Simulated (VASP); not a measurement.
# Hf (Hafnium) with r2SCAN + rVV10: from relaxation to properties, part 6 of 6

What structure and properties does r2SCAN + rVV10 give Hf (Hafnium), and how near are they to the measured ones? The start is a cell from a database of measured crystal structures.

VASP 6.6.1; r2SCAN with rVV10; plane waves and PAW (Hf_pv).

Still holding for the runs below: The k-mesh is coarse for a metal.

So far. Step 13 (Volume scan with r2SCAN + rVV10 (run 6)): The run ends at a pressure of -4.34 GPa.

## 14. Volume scan with r2SCAN + rVV10 (run 7)

A prediction first. A parabola through the 6 pressures of evenly scaled cells so far, P = 0.01 -118.2 t +186 t² GPa with t = ln(V/V₁) and V₁ the volume at scale 1, gives -6.25 GPa at t = +0.0583.

INCAR

```
SYSTEM = Hf
PREC = Accurate
ENCUT = 400
EDIFF = 1E-06
NELM = 100
ISMEAR = 1
SIGMA = 0.2
LREAL = .FALSE.
ALGO = Normal
METAGGA = R2SCAN
LUSE_VDW = .TRUE.
IVDW_NL = 2
BPARAM = 11.95
CPARAM = 0.0093
LASPH = .TRUE.
NBANDS = 16
LORBIT = 11
LWAVE = .FALSE.
LCHARG = .FALSE.
KPAR = 2
ISIF = 2
```

POSCAR

```
Hf
1.0
    3.2489210187      0.0000000000      0.0000000000
   -1.6244605093      2.8136481370      0.0000000000
    0.0000000000      0.0000000000      5.1205778896
Hf
2
Direct
    0.3333333333      0.6666666667      0.2500000000
    0.6666666667      0.3333333333      0.7500000000
```

KPOINTS

```
Automatic mesh
0
Gamma
8 8 5
0 0 0
```

The projector-augmented-wave data sets are Hf_pv (PBE family, release 64).

The run is started by

```
> mpirun -np 2 vasp_std
```

What it wrote:

```text
[... set-up lines as in an earlier step ...]
 entering main loop
       N       E                     dE             d eps       ncg     rms          rms(c)
Total rVV10 correction in eV:      0.4036745    22.5152500
Total rVV10 correction in eV:      0.4036745    22.5152500
DAV:   1    -0.325759096043E+02   -0.32576E+02   -0.10400E+04   976   0.101E+03
DAV:   2    -0.940436827258E+02   -0.61468E+02   -0.60090E+02  1264   0.231E+02
DAV:   3    -0.956990497973E+02   -0.16554E+01   -0.16211E+01  1296   0.264E+01
DAV:   4    -0.957146291211E+02   -0.15579E-01   -0.15577E-01  1216   0.320E+00
DAV:   5    -0.957148602457E+02   -0.23112E-03   -0.23112E-03  1296   0.311E-01    0.690E+01
Total rVV10 correction in eV:      0.3813377    22.5152499
Total rVV10 correction in eV:      0.3813377    22.5152499
DAV:   6    -0.899607762837E+02    0.57541E+01   -0.10865E+00  1072   0.864E+00    0.398E+01
Total rVV10 correction in eV:      0.3604505    22.5152499
Total rVV10 correction in eV:      0.3604505    22.5152499
DAV:   7    -0.899083835492E+02    0.52393E-01   -0.83535E-01  1192   0.661E+00    0.405E+00
Total rVV10 correction in eV:      0.3616092    22.5152499
Total rVV10 correction in eV:      0.3616092    22.5152499
DAV:   8    -0.899100859846E+02   -0.17024E-02   -0.24741E-02  1168   0.108E+00    0.148E+00
Total rVV10 correction in eV:      0.3633545    22.5152499
Total rVV10 correction in eV:      0.3633545    22.5152499
DAV:   9    -0.899081842684E+02    0.19017E-02   -0.90698E-03  1184   0.627E-01    0.200E-01
Total rVV10 correction in eV:      0.3632369    22.5152499
Total rVV10 correction in eV:      0.3632369    22.5152499
DAV:  10    -0.899081833414E+02    0.92704E-06   -0.27406E-04  1344   0.143E-01    0.117E-01
Total rVV10 correction in eV:      0.3632248    22.5152499
Total rVV10 correction in eV:      0.3632248    22.5152499
DAV:  11    -0.899081861486E+02   -0.28072E-05   -0.13891E-05  1192   0.292E-02    0.562E-03
Total rVV10 correction in eV:      0.3632408    22.5152499
Total rVV10 correction in eV:      0.3632408    22.5152499
DAV:  12    -0.899081866398E+02   -0.49130E-06   -0.37853E-07   832   0.423E-03
Total rVV10 correction in eV:      0.3632424    22.5152499
Total rVV10 correction in eV:      0.3632424    22.5152499
Total rVV10 correction in eV:      0.3632429    22.5152499
Total rVV10 correction in eV:      0.3632429    22.5152499
   1 F= -.89908187E+02 E0= -.89911831E+02  d E =0.109332E-01
```

Run time: 40 s. Hardware: 2 MPI ranks of Intel Xeon 6975P-C (Granite Rapids), shared host; peak memory 0.49 GiB.

OUTCAR, selected parts (step 14):

```text
  Total       -1.7807008     -1.7807008     -1.9080403     -0.0000000      0.0000000      0.0000000
  in kB      -60.9499884    -60.9499884    -65.3085737     -0.0000000      0.0000000      0.0000000
  external PRESSURE =     -62.4028502 kB  Pullay stress =       0.0000000 kB

 POSITION                                       TOTAL-FORCE (eV/Angst)
 -----------------------------------------------------------------------------------
     -0.00000      1.87577      1.28014        -0.000000     -0.000000      0.000000
      1.62446      0.93788      3.84043         0.000000      0.000000      0.000000
 -----------------------------------------------------------------------------------
    total drift:                               -0.000000      0.000000     -0.000000

  FREE ENERGIE OF THE ION-ELECTRON SYSTEM (eV)
  ---------------------------------------------------
  free  energy   TOTEN  =       -89.9081866398 eV

  energy  without entropy=      -89.9191198329  energy(sigma->0) =      -89.91183104

[... 1 part as in an earlier step ...]

[... 2 further parts left out ...]
[key lines of the parts left out:]
E-fermi :   4.5056
```

The pressure falls from -4.34 to -6.24 GPa. The parabola predicted -6.25 GPa, -0.01 GPa off.

## 15. Side by side

Times are for 2 MPI ranks of Intel Xeon 6975P-C (Granite Rapids), shared host. The runs compared:

```csv
no.,volume scale,energy above the lowest point (meV/atom),pressure (GPa),time,memory (GiB)
1,0.94,33.55,8.033,32 s,0.39
2,0.96,14.9,5.142,42 s,0.46
3,0.98,3.89,2.473,44 s,0.48
4,1,0,0.004352,46 s,0.48
5,1.02,2.71,-2.267,43 s,0.47
6,1.04,11.52,-4.344,38 s,0.48
7,1.06,25.88,-6.240,40 s,0.49
```

## 16. Fit for r2SCAN + rVV10

This step: Birch-Murnaghan fit, r2SCAN with rVV10; plane waves and PAW (VASP 6.6.1).

Derived from the runs above.

This step gave:

```
pressure derivative of the bulk modulus : 2.928
r.m.s. error of the fit                 : 1.52e-5 eV/atom
minimum inside the sampled range        : yes
bulk modulus                            : 118.7 GPa
equilibrium volume of the fit           : 22.11 Å³/atom
```

Energy above the fitted minimum against volume:

```csv
volume (Å³/atom),energy above the fitted minimum (eV/atom)
20.75,0.0336
21.20,0.0149
21.64,0.00389
22.08,8.7e-7
22.52,0.00271
22.96,0.0115
23.40,0.0259
```

The fitted volume lies +0.15 % from the relaxed one. At a finite cutoff and mesh the minimum of the energy and the zero of the stress don't quite coincide, and the relaxation stops at a threshold.

## 17. Electric field gradients (r2SCAN + rVV10)

This step: r2SCAN with rVV10; plane waves and PAW (Hf_pv) (VASP 6.6.1).

Field gradients probe how far the charge around each nucleus departs from cubic symmetry; LASPH keeps the non-spherical terms inside the spheres.

INCAR, as its differences from that of step 14:

```diff
@@ -3,3 +3,3 @@
 ENCUT = 400
-EDIFF = 1E-06
+EDIFF = 1E-07
 NELM = 100
@@ -20,2 +20,2 @@
 KPAR = 2
-ISIF = 2
+LEFG = .TRUE.
```

POSCAR

```
Hf
1.0
    3.1864262073      0.0000000000      0.0000000000
   -1.5932131036      2.7595260428      0.0000000000
    0.0000000000      0.0000000000      5.0220807124
Hf
2
Direct
    0.3333333333      0.6666666667      0.2500000000
    0.6666666667      0.3333333333      0.7500000000
```

KPOINTS is that of step 14.

The run is started by

```
> mpirun -np 2 vasp_std
```

What it wrote:

```text
[... set-up lines as in an earlier step ...]
 entering main loop
       N       E                     dE             d eps       ncg     rms          rms(c)
Total rVV10 correction in eV:      0.3886374    22.5152500
Total rVV10 correction in eV:      0.3886374    22.5152500
[... 5 cycles as in an earlier step ...]
Total rVV10 correction in eV:      0.3674886    22.5152502
Total rVV10 correction in eV:      0.3674886    22.5152502
[... 1 cycle as in an earlier step ...]
Total rVV10 correction in eV:      0.3476949    22.5152502
Total rVV10 correction in eV:      0.3476949    22.5152502
[... 1 cycle as in an earlier step ...]
Total rVV10 correction in eV:      0.3487736    22.5152502
Total rVV10 correction in eV:      0.3487736    22.5152502
[... 1 cycle as in an earlier step ...]
Total rVV10 correction in eV:      0.3503739    22.5152502
Total rVV10 correction in eV:      0.3503739    22.5152502
[... 1 cycle as in an earlier step ...]
Total rVV10 correction in eV:      0.3502823    22.5152502
Total rVV10 correction in eV:      0.3502823    22.5152502
[... 1 cycle as in an earlier step ...]
Total rVV10 correction in eV:      0.3502613    22.5152502
Total rVV10 correction in eV:      0.3502613    22.5152502
[... 1 cycle as in an earlier step ...]
Total rVV10 correction in eV:      0.3502747    22.5152502
Total rVV10 correction in eV:      0.3502747    22.5152502
DAV:  12    -0.899604165211E+02   -0.31559E-06   -0.38478E-07  1256   0.429E-03    0.149E-03
Total rVV10 correction in eV:      0.3502780    22.5152502
Total rVV10 correction in eV:      0.3502780    22.5152502
DAV:  13    -0.899604162296E+02    0.29150E-06   -0.23224E-08   744   0.131E-03    0.679E-04
Total rVV10 correction in eV:      0.3502780    22.5152502
Total rVV10 correction in eV:      0.3502780    22.5152502
DAV:  14    -0.899604163167E+02   -0.87132E-07   -0.32757E-09   664   0.501E-04
Total rVV10 correction in eV:      0.3502782    22.5152502
Total rVV10 correction in eV:      0.3502782    22.5152502
Total rVV10 correction in eV:      0.3502782    22.5152502
Total rVV10 correction in eV:      0.3502782    22.5152502
ion   1
     0.0000000     0.0000000     0.0000000    -1.5650874     0.0000000     0.0000000
     0.0000654     0.0000000     0.0000000    -1.5650874     0.0000000     0.0000000
     0.0000901     0.0000000     0.0000000    -1.5650873     0.0000000     0.0000000
     0.0001241     0.0000000     0.0000000    -1.5650873     0.0000000     0.0000000
     0.0001709     0.0000000     0.0000000    -1.5650872     0.0000000     0.0000000

     0.0000000     0.0000005     0.0000000   -63.6048746    -0.0000000     0.0000001
     0.0000654     0.0000005     0.0000000   -63.5482082    -0.0000000     0.0000001
     0.0000901     0.0000005     0.0000000   -63.5201020    -0.0000000     0.0000001
     0.0001241     0.0000005     0.0000000   -63.4765710    -0.0000000     0.0000001
     0.0001709     0.0000005     0.0000000   -63.4094282    -0.0000000     0.0000001

ion   2
     0.0000000     0.0000000     0.0000000    -1.5650874    -0.0000000     0.0000000
     0.0000654     0.0000000     0.0000000    -1.5650874    -0.0000000     0.0000000
     0.0000901     0.0000000     0.0000000    -1.5650873    -0.0000000     0.0000000
     0.0001241     0.0000000     0.0000000    -1.5650873    -0.0000000     0.0000000
     0.0001709     0.0000000     0.0000000    -1.5650872    -0.0000000     0.0000000

     0.0000000     0.0000005     0.0000000   -63.6048746    -0.0000000     0.0000001
     0.0000654     0.0000005     0.0000000   -63.5482082    -0.0000000     0.0000001
     0.0000901     0.0000005     0.0000000   -63.5201020    -0.0000000     0.0000001
     0.0001241     0.0000005     0.0000000   -63.4765710    -0.0000000     0.0000001
     0.0001709     0.0000005     0.0000000   -63.4094282    -0.0000000     0.0000001

   1 F= -.89960416E+02 E0= -.89963592E+02  d E =0.952845E-02
```

The job ended after 37 s (2 MPI ranks; peak memory 0.48 GiB; 64 s of CPU time).

From OUTCAR (step 17):

```text
   NELECT =      20.0000    total number of electrons

 E-fermi :   4.9408

 k-point     1 :       0.0000    0.0000    0.0000
  band No.  band energies     occupation
    ...
      4     -26.3747      2.00000
      5     -26.3673      2.00000
      6     -26.3673      2.00000
      7      -2.8978      2.00000
      8       1.0283      2.00000
      9       5.3869     -0.00709
     10       6.2408     -0.00000
     11       6.2408     -0.00000
     12       6.5952     -0.00000
     13       7.1415     -0.00000
    ...

  Total        0.0039439      0.0039439     -0.0006575      0.0000000      0.0000000      0.0000000
  in kB        0.1430917      0.1430917     -0.0238563      0.0000000      0.0000000      0.0000000
  external PRESSURE =       0.0874424 kB  Pullay stress =       0.0000000 kB

  FREE ENERGIE OF THE ION-ELECTRON SYSTEM (eV)
  ---------------------------------------------------
  free  energy   TOTEN  =       -89.9604163167 eV

  energy  without entropy=      -89.9699447711  energy(sigma->0) =      -89.96359247

 Electric field gradients after diagonalization (V/A^2)
 (convention: |V_zz| > |V_xx| > |V_yy|)
----------------------------------------------------------------------
 ion       V_xx      V_yy      V_zz     asymmetry (V_yy - V_xx)/ V_zz
----------------------------------------------------------------------
   1     -40.175   -40.174    80.349       0.000
   2     -40.175   -40.174    80.349       0.000
----------------------------------------------------------------------

[... 11 parts as in an earlier step ...]

[... 7 further parts left out ...]
```

Numbers from this step:

| Quantity | Value |
| --- | --- |
| SCF cycles | 14 |
| free energy (TOTEN) | -89.9604 eV |
| energy at zero smearing | -89.9636 eV |
| Fermi energy | 4.941 eV |
| pressure | 0.008744 GPa |

Electric field gradients, by row:

```csv
atom,Vxx (V/Å²),Vyy (V/Å²),Vzz (V/Å²),asymmetry
Hf1,-40.17,-40.17,80.35,0
Hf2,-40.17,-40.17,80.35,0
```

The largest gradient, 80.35 V/Å², sits on Hf1 and like sites; times the quadrupole moment of a nucleus that has one, it gives the coupling that NMR and NQR see.

## 18. Results

| Quantity | Value |
| --- | --- |
| relaxed volume | 22.08 Å³/atom |
| relaxed conventional cell a, b, c | 3.186, 3.186, 5.022 Å; angles 90.0, 90.0, 120.0° |
| space group after relaxing, within 0.02 Å | P6_3/mmc (No. 194) |
| band gap | none, a metal |
| DOS at the Fermi level | 1.24 states/eV/cell |
| highest zone-centre mode | 97.2 cm⁻¹ |
| bulk modulus from the fit | 119 GPa |
| volume from the fit | 22.1 Å³/atom |
| largest field gradient Vzz | 80.35 V/Å² on Hf1 |

What this shows: With r2SCAN + rVV10, Hf (Hafnium) relaxes to 22.08 Å³/atom in space group P6_3/mmc (held by the symmetry of the run), comes out as a metal and has a bulk modulus of 119 GPa at fixed shape and positions, an upper bound. Against the listed cell the volume lies -1.3 % (a -0.3 %, c -0.7 %). Band structure (r2SCAN + rVV10): Of the bands kept, 4 cross the Fermi level on this path. Zone-centre phonons (r2SCAN + rVV10): The highest mode in this list at Γ lies at 97.2 cm⁻¹. The scan held shape and positions, so its modulus is an upper bound, and a miss against the measured one is not the functional's alone. Spin-orbit coupling is left out, and with elements this heavy it would split and shift bands near the Fermi level. The k-sampling is coarse for a metal, so the Fermi level, pressures and the shape of the cell carry errors. Modes at Γ alone can't show that the crystal is stable at other wave vectors. No search among competing phases was made. All values are for a static lattice at zero temperature.

Comparison with the measured values:

| quantity | measured | Birch-Murnaghan fit, r2SCAN with rVV10 |
| --- | --- | --- |
| bulk modulus (GPa) | 112.9 | 119 (+5.1 %) |

Measured values from arxiv:1405.0345 (2014).

**Verdict.** The bulk modulus is off by +5.1 %: fair agreement. The grades are ours: good and fair within 5 and 12 % for the bulk modulus. For bulk modulus the calculation has a static lattice, without zero-point motion or thermal expansion.

[Lines on the potential files, build, host, timing and source positions are cut from VASP's logs without a mark.]

[Logs are printed without paths, hosts, clocks, repeated set-up lines and the standing remarks that a program may print on its own settings, such as how far it seeks lower states.]

[Hosts, paths, dates, database ids (printed as entryN), source tags and the programs' standing remarks are cut or masked in the printed files.]

[A measured line is paired with the nearest computed mode of its activity, which favours agreement.]
